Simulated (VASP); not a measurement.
Write the native input for VASP 6.6.1 that does the following.

- Task: relaxation of cell and atoms
- Functional: LDA
- Potentials or basis: VASP PAW LDA potentials, release 64 (Ba_sv, Sb, Mg, F)
- Cutoff: 600 eV
- k mesh: 6 × 6 × 4
- Occupations: gaussian, width 0.03 eV
- Spin: no spin polarisation
- Further INCAR settings: ALGO = Normal; EDIFF = 1e-07; IBRION = 2; EDIFFG = -0.005; NSW = 90; ISIF = 3

The structure of BaMgSbF lies in POSCAR:

```
BaMgSbF                                 
1.0
    4.5294810922      0.0000000000      0.0000000000
    0.0000000000      4.5294810922      0.0000000000
   -0.0000000000      0.0000000000      9.5333914309
  Ba              Sb              Mg              F             
     2     2     2     2
Direct
     0.5000000000000000    0.0000000000000000    0.1400292605787279
     0.0000000000000000    0.5000000000000000    0.8599707394212720
     0.5000000000000000    0.0000000000000000    0.6801960596269652
     0.0000000000000000    0.5000000000000000    0.3198039403730348
     0.5000000000000000    0.5000000000000000    0.5000000000000000
     0.0000000000000000    0.0000000000000000    0.5000000000000000
     0.5000000000000000    0.5000000000000000    0.0000000000000000
     0.0000000000000000    0.0000000000000000    0.0000000000000000
```

The cell comes from a database or a generator and needn't be the stable form of this composition.

These files were run (other wordings do the same):

INCAR

```
  ALGO = Normal
  EDIFF = 1E-7
  EDIFFG = -0.005
  ENCUT = 600
  GGA = CA
  IBRION = 2
  ISIF = 3
  ISMEAR = 0
  KPAR = 2
  LASPH = T
  LCHARG = F
  LREAL = F
  LWAVE = F
  NELM = 80
  NSW = 90
  PREC = Accurate
  SIGMA = 0.03
```

KPOINTS

```
k-points
0
Gamma
  6 6 4
```

Potentials or basis: VASP PAW LDA potentials, release 64 (Ba_sv, Sb, Mg, F).

The run is started by

```bash
$ cat potpaw_LDA.64/Ba_sv/POTCAR potpaw_LDA.64/Sb/POTCAR potpaw_LDA.64/Mg/POTCAR potpaw_LDA.64/F/POTCAR > POTCAR
$ mpirun -np 2 vasp_std > vasp.out
```

Results of the run:

The relaxed volume is 24.46 Å³/atom and the relaxed cell is a = 4.529 Å, b = 4.529 Å, c = 9.538 Å, α = 90.00°, β = 90.00°, γ = 90.00°. The space group after relaxing (to 0.05 Å) is P4/nmm (No. 129) and the energy gained by relaxing is 0.0 meV/atom. The ionic steps are 3 and the pressure after relaxing is 0.0 GPa. The band gap on the k mesh is 1.13 eV, direct.

Caveat: spin-orbit coupling is left out, which moves the levels of the heavy elements.

Wall time 84 s on 2 MPI ranks on Intel(R) Xeon(R) 6975P-C (Granite Rapids), with other jobs on the host, peak memory 0.4 GiB a rank.
